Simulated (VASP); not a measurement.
Data:

```xyz
2
Lattice="1.8149 -3.1436 0.0000 1.8149 3.1436 0.0000 0.0000 0.0000 5.5908" Properties=species:S:1:pos:R:3 pbc="T T T"
Dy     1.8149     1.0479     1.3977
Dy     1.8149    -1.0479     4.1931
```

All values below come from PBE GGA, VASP's PBE PAW potentials (set 64) (plane waves; VASP). Run with 400 eV cut-off, Gaussian smearing of 0.050 eV, potentials Dy_3.

The 4f electrons are frozen in the core of the lanthanide potential, so 4f levels, which can set the real gap, and their magnetism are missing.

Estimate the band gap (along the path) with the smallest direct gap where there is one.

The band gap (along the path) is none (metal, semimetal or under 0.01 eV).

The absolute energy has meaning only against runs of the same code, potentials and settings.

The compound is Dy in the hcp structure. It was relaxed first.
